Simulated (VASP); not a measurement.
An input for Ansatz (written as the equivalent of a VASP run, and not itself run):

Ansatz 0.2 input:
```yaml
crystal:
  lattice:
    - [0.0000000, 2.4035550, 2.4035550]
    - [2.4035550, 0.0000000, 2.4035550]
    - [2.4035550, 2.4035550, 0.0000000]
  atoms:
    - { symbol: Ca, position: [0.0000000, 0.0000000, 0.0000000] }
    - { symbol: O, position: [0.5000000, 0.5000000, 0.5000000] }
kpoints:
  mp_grid: { grid: [9, 9, 9] }
hamiltonian:
  xc: lda
  pseudopotentials: { kind: paw }
scf:
  occupations: { method: gaussian, width: 0.05 }
  max_iter: 100
relax:
  max_steps: 60
  f_tol: 0.01
  cell: {}
output: { forces: true, stress: true, eigenvalues: true }
```

**Question.** Write the VASP files for the same calculation (LDA).

**Answer.** One answer among several that fit: 
INCAR:
```
SYSTEM = CaO
PREC = Accurate
ENCUT = 520
EDIFF = 1E-6
NELM = 100
ALGO = Normal
LREAL = .FALSE.
LASPH = .TRUE.
ISMEAR = 0
SIGMA = 0.05
LWAVE = .FALSE.
LCHARG = .FALSE.
IBRION = 2
ISIF = 3
NSW = 60
EDIFFG = -0.01
```

**KPOINTS**
```
Automatic mesh
0
Gamma
9 9 9
0 0 0
```

**POSCAR**
```
CaO
1.0
  0.0000000000   2.4035550000   2.4035550000
  2.4035550000   0.0000000000   2.4035550000
  2.4035550000   2.4035550000   0.0000000000
Ca O
1 1
Direct
  0.0000000000   0.0000000000   0.0000000000
  0.5000000000   0.5000000000   0.5000000000
```

POTCAR, in this order: Ca_sv O (LDA.64 set). Program: vasp_std.

The two are equivalent in intent, not identical: each code has its own PAW files, so the cut-off isn't converted (ENCUT is set for VASP's; basis.ecutwfc is left out, and Ansatz then takes the one that its files recommend); Ansatz stops its SCF on the density residual and VASP on the energy change (EDIFF); Ansatz's lda is the Perdew-Wang form, while the LDA potentials of VASP carry Perdew-Zunger's.

The structure comes from a computed database's CaO entry (Fm-3m); how it stands against other phases isn't given here. This run relaxes it. Symmetry was kept, so distortions that lower it aren't found.
